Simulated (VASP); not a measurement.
A VASP calculation is set up with these files.

### POSCAR
```
GaN
1.0
  4.5070000000   0.0000000000   0.0000000000
  0.0000000000   6.3738610000   0.0000000000
  0.0000000000   0.0000000000  18.7804000000
Ga N
8 8
Direct
 -0.0019940000   0.7915450000   0.4576800000
  0.5082360000   0.5597670000   0.3740000000
 -0.0058320000   0.3016340000   0.4533220000
  0.4990630000   0.0629920000   0.3743030000
  0.0204640000   0.2981710000   0.6280250000
  0.5008150000   0.0649890000   0.5439000000
 -0.0169870000   0.7972900000   0.6275750000
  0.4895240000   0.5575510000   0.5416790000
  0.2634040000   0.3072040000   0.3736000000
  0.7408480000   0.5524330000   0.4564230000
  0.2605090000   0.8022210000   0.3717970000
  0.7595230000   0.0604200000   0.4553620000
  0.2365650000   0.7998320000   0.5446250000
  0.7364650000   0.0501440000   0.6292110000
  0.2476500000   0.3001740000   0.5400400000
  0.7617490000   0.5507680000   0.6284390000
```

### INCAR
```
ALGO=Normal
EDIFF=1E-04
ENCUT=400
GGA=PE
ISIF=2
ISMEAR=1
LASPH=.TRUE.
LCHARG=.FALSE.
LMAXMIX=4
LREAL=Auto
LWAVE=.FALSE.
NELM=100
PREC=Accurate
SIGMA=0.1
SYSTEM=GaN
```

File KPOINTS:
```
Automatic mesh
0
Gamma
4 3 1
0 0 0
```

POTCAR, in this order: Ga_d N (PBE.64 set). Program: vasp_std.

Q: Translate this PBE calculation to Quantum ESPRESSO's pw.x.

A: One equivalent input (not run):
```
&CONTROL
  calculation = 'scf'
  pseudo_dir = './pseudo'
  outdir = './out'
  tprnfor = .true.
  tstress = .true.
/
&SYSTEM
  ibrav = 0
  nat = 16
  ntyp = 2
  ecutwfc = 84
  occupations = 'smearing'
  smearing = 'methfessel-paxton'
  degauss = 0.00735
  input_dft = 'pbe'
/
&ELECTRONS
  conv_thr = 7.3e-06
  electron_maxstep = 100
/
ATOMIC_SPECIES
  Ga 69.723 Ga.upf
  N 14.007 N.upf
CELL_PARAMETERS angstrom
     4.5070000    0.0000000    0.0000000
     0.0000000    6.3738610    0.0000000
     0.0000000    0.0000000   18.7804000
ATOMIC_POSITIONS crystal
  Ga  -0.0019940  0.7915450  0.4576800
  Ga   0.5082360  0.5597670  0.3740000
  Ga  -0.0058320  0.3016340  0.4533220
  Ga   0.4990630  0.0629920  0.3743030
  Ga   0.0204640  0.2981710  0.6280250
  Ga   0.5008150  0.0649890  0.5439000
  Ga  -0.0169870  0.7972900  0.6275750
  Ga   0.4895240  0.5575510  0.5416790
  N    0.2634040  0.3072040  0.3736000
  N    0.7408480  0.5524330  0.4564230
  N    0.2605090  0.8022210  0.3717970
  N    0.7595230  0.0604200  0.4553620
  N    0.2365650  0.7998320  0.5446250
  N    0.7364650  0.0501440  0.6292110
  N    0.2476500  0.3001740  0.5400400
  N    0.7617490  0.5507680  0.6284390
K_POINTS automatic
  4 3 1 0 0 0
```
What does not carry over: the potentials are each code's own (VASP's PAW set, PseudoDojo norm-conserving files in pw.x), so ENCUT and ecutwfc are chosen apart and not converted; conv_thr bounds pw.x's estimated SCF error, while EDIFF bounds the energy change between steps.

The cell is a sheet with vacuum, built from a database entry that may be metastable or hypothetical.
